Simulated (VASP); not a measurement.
An input for Quantum ESPRESSO's pw.x (written as the equivalent of a VASP run, and not itself run):

```
&CONTROL
  calculation = 'scf'
  pseudo_dir = './pseudo'
  outdir = './out'
  tprnfor = .true.
  tstress = .true.
/
&SYSTEM
  ibrav = 0
  nat = 4
  ntyp = 2
  ecutwfc = 98
  occupations = 'smearing'
  smearing = 'methfessel-paxton'
  degauss = 0.00735
  input_dft = 'pbe'
  vdw_corr = 'grimme-d3'
  dftd3_version = 4
  dftd3_threebody = .false.
  nspin = 2
  starting_magnetization(1) = 0.29
  starting_magnetization(2) = 0.06
/
&ELECTRONS
  conv_thr = 7.3e-09
  electron_maxstep = 100
/
ATOMIC_SPECIES
  Fe 55.845 Fe.upf
  Ni 58.693 Ni.upf
CELL_PARAMETERS angstrom
     3.5061344    0.0000000    0.0000000
     0.0000000    3.5061344    0.0000000
     0.0000000    0.0000000    3.5061344
ATOMIC_POSITIONS crystal
  Fe   0.0000000  0.0000000  0.0000000
  Ni   0.0000000  0.5000000  0.5000000
  Ni   0.5000000  0.0000000  0.5000000
  Ni   0.5000000  0.5000000  0.0000000
K_POINTS automatic
  9 9 9 0 0 0
```

Translate this input to VASP (INCAR, KPOINTS, POSCAR, choice of POTCAR).

One answer among several that fit: 
**POSCAR**
```
Ni3Fe
3.5061340
  1.0000001222   0.0000000000   0.0000000000
  0.0000000000   1.0000001222   0.0000000000
  0.0000000000   0.0000000000   1.0000001222
Fe Ni
1 3
Cartesian
  0.0000000000   0.0000000000   0.0000000000
  0.0000000000   0.5000000611   0.5000000611
  0.5000000611   0.0000000000   0.5000000611
  0.5000000611   0.5000000611   0.0000000000
```

### INCAR
```
# general
SYSTEM =Ni3Fe
PREC   =Accurate
ENCUT  =520   # plane-wave cut-off (eV)
LREAL  =.FALSE.   # projection in real space or not
LASPH  =.TRUE.   # aspherical one-centre terms

# electronic loop
EDIFF  =1E-7
NELM   =100   # most electronic steps
ALGO   =Normal   # blocked Davidson
LMAXMIX=4

# smearing
ISMEAR =1   # Methfessel-Paxton
SIGMA  =0.1   # width (eV)

# functional
GGA    =PE   # PBE
IVDW   =12

# spin
ISPIN  =2   # spin-polarised
MAGMOM =2.9 3*0.6

# ions
ISIF   =2

# output
LWAVE  =.FALSE.
LCHARG =.FALSE.
LORBIT =10
```

KPOINTS:
```
Automatic mesh
0
Gamma
9 9 9
0 0 0
```

POTCAR, in this order: Fe Ni (PBE.64 set). Program: vasp_std.

Limits of the translation: the potentials are each code's own (VASP's PAW set, PseudoDojo norm-conserving files in pw.x), so ENCUT and ecutwfc are chosen apart and not converted; conv_thr bounds pw.x's estimated SCF error, while EDIFF bounds the energy change between steps; starting_magnetization is a fraction of the valence charge and MAGMOM a moment in μB, so they match only roughly.

The compound is Ni3Fe in the L1_2 structure. It was relaxed first.
